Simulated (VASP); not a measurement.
**Ru: relaxation of cell and atoms with RPBE**

Crystal: Ru.

```
CELL_PARAMETERS angstrom
2.70783 0.00000 0.00000
-1.35391 2.34505 0.00000
0.00000 0.00000 4.26810
ATOMIC_POSITIONS crystal
Ru 0.33333 0.66667 0.25000
Ru 0.66667 0.33333 0.75000
```

```yaml
Program: VASP 6.6.1
Task: relaxation of cell and atoms
Functional: RPBE
Potentials_or_basis: VASP PAW PBE potentials, release 64 (Ru_pv)
Cutoff: 600 eV
k_mesh: 18 × 18 × 10
Occupations: gaussian, width 0.1 eV
Spin: no spin polarisation
Further_INCAR_settings: ALGO = Normal; EDIFF = 1e-07; IBRION = 2; EDIFFG = -0.005; NSW = 90; ISIF = 3
```

```json
{
 "Relaxed volume": "13.96 Å³/atom",
 "Relaxed cell": "a = 2.733 Å, b = 2.733 Å, c = 4.316 Å, α = 90.00°, β = 90.00°, γ = 120.00°",
 "Space group after relaxing (to 0.05 Å)": "P6_3/mmc (No. 194)",
 "Energy gained by relaxing": "11.7 meV/atom",
 "Ionic steps": "8",
 "Pressure after relaxing": "0.0 GPa",
 "Band gap on the k mesh": "none (metal or under the smearing width)"
}
```

The path:
```tsv
step	energy change (eV)	largest force (eV/Å)	pressure (GPa)	volume (Å³)
1	0.0000	0.0000	9.46	27.10
2	0.1459	0.0000	-20.25	30.36
3	-0.0234	0.0000	-0.30	27.94
4	-0.0234	0.0000	-0.02	27.92
5	-0.0234	0.0000	0.16	27.90
6	-0.0234	0.0000	0.16	27.90
7	-0.0234	0.0000	0.16	27.90
8	-0.0234	0.0000	0.03	27.91
```

Final structure:
```
Ru
1.0
     2.73272    0.00000    0.00000
    -1.36636    2.36661    0.00000
     0.00000    0.00000    4.31580
Ru
2
Direct
  0.33333 0.66667 0.25000
  0.66667 0.33333 0.75000
```

Levels at points of the mesh, in eV from the Fermi level:
```
           k point  band 12  band 13  band 14  band 15  band 16  band 17
(0.00, 0.00, 0.00)    -1.82    -1.82    -1.34    -1.34     1.14     1.14
(0.50, 0.00, 0.00)    -1.73    -1.44     1.35     1.75     1.83     3.92
(0.00, 0.00, 0.50)    -2.64    -2.60    -2.60     0.52     0.52     0.52
(0.50, 0.00, 0.50)    -1.01     0.44     0.44     1.60     1.60     3.30
```

It took 3.1 min on 1 thread of Intel(R) Xeon(R) 6975P-C (Granite Rapids) (shared host), peak memory 0.25 GiB.

Caveat: the PAW data sets were made with another functional, which shifts forces and pressure a little.
